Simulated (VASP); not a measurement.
Given:

```xyz
3
Lattice="0.0000 3.6237 3.6237 3.6237 0.0000 3.6237 3.6237 3.6237 0.0000" Properties=species:S:1:pos:R:3 pbc="T T T"
Na     1.8119     1.8119     1.8119
Na     5.4356     5.4356     5.4356
Te     7.2475     3.6237     3.6237
```

Level of theory: PBEsol GGA, VASP's PBE PAW potentials (set 64) (plane waves; VASP). Settings: 530 eV cut-off, 5×5×5 Γ-centred mesh, Gaussian smearing of 0.050 eV, potentials Na_pv Te.

**Question.** Give the elastic stiffness tensor with the ions relaxed (GPa, in the frame of the cell).

**Answer.** 
```
      xx    yy    zz    yz    xz    xy
--  ----  ----  ----  ----  ----  ----
xx  34.5  13.3  13.3   0.0   0.0   0.0
yy  13.3  34.5  13.3   0.0   0.0   0.0
zz  13.3  13.3  34.5   0.0   0.0   0.0
yz   0.0   0.0   0.0  11.9   0.0   0.0
xz   0.0   0.0   0.0   0.0  11.9   0.0
xy   0.0   0.0   0.0   0.0   0.0  11.9
```

**Question.** Predict the Hill bulk modulus, Hill shear modulus, Young's modulus, Poisson's ratio.

**Answer.** 
```json
{
  "hill_bulk_modulus": "20.4 GPa",
  "hill_shear_modulus": "11.4 GPa",
  "Young's modulus": "288 kbar",
  "Poisson's ratio": "0.264"
}
```

The structure comes from a computed database's Na2Te entry (Fm-3m); how it stands against other phases isn't given here. It was relaxed first.
